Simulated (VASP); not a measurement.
SnO2 (rutile):

```xyz
6
Lattice="4.7400 0.0000 0.0000 0.0000 4.7400 0.0000 0.0000 0.0000 3.1900" Properties=species:S:1:pos:R:3 pbc="T T T"
Sn     0.0000     0.0000     0.0000
Sn     2.3700     2.3700     1.5950
O      1.4552     1.4552     0.0000
O      3.8252     0.9148     1.5950
O      0.9148     3.8252     1.5950
O      3.2848     3.2848     0.0000
```

The lowest empty band near Γ, direction a*, from PBE with spin-orbit coupling in VASP (PAW); its two spin partners are averaged. The gap over the points computed is 1.25 eV, and the next band on that side lies 4.89 eV away at the edge.

Run with 520 eV cut-off, 5×5×8 Γ-centred mesh, Gaussian smearing of 0.050 eV, potentials Sn_d O.

| distance from the edge in k (1/Å) | distance in energy (meV) |
|---|---|
| 0.018 | 5.9 |
| 0.025 | 11.3 |
| 0.035 | 22.1 |
| 0.050 | 44.7 |
| 0.070 | 86.2 |

Q: Fit E(1 + αE) = ħ²k²/2m* (ħ²/2m0 = 3.810 eV Å²) and predict the row at 0.095 1/Å.

A: Least squares on the energies gives the electron mass m* = 0.209 m0 and α = 0.40 per eV, and so 154.7 meV. The run gave 154.4 meV, -0.3 meV from the fit.

Left out are points under 3 meV from the edge, since the levels carry 0.1 meV, and points farther than half the way to the next band.

The compound is SnO2 in the rutile structure. The cell was not relaxed at this level, forces remain on its atoms.
